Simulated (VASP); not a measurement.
Consider the following.

```
HfS2
1.0
    1.79948    -3.11679     0.00000
    1.79948     3.11679     0.00000
    0.00000     0.00000     5.82680
Hf S
1 2
Direct
  0.00000   0.00000   0.00000
  0.33333   0.66667   0.24940
  0.66667   0.33333   0.75060
```

Computed with vdW-DF-cx, VASP's PBE PAW potentials (set 64) (plane waves; VASP 6.6.1). Settings: 520 eV cut-off, 8×8×5 Γ-centred mesh, tetrahedra with Blöchl corrections, potentials Hf_pv S.

The cores are frozen, which limits the accuracy of field gradients.

Q: Give the principal components of the electric field gradient (V/Å²) and the asymmetry η at each nucleus.

A: 
```csv
atom,Vxx,Vyy,Vzz,η
Hf1,17.1,17.1,-34.2,0.00
S2,0.4,0.4,-0.8,0.00
S3,0.4,0.4,-0.8,0.00
```

The compound is HfS2 in the 1T layered structure. It was relaxed first.
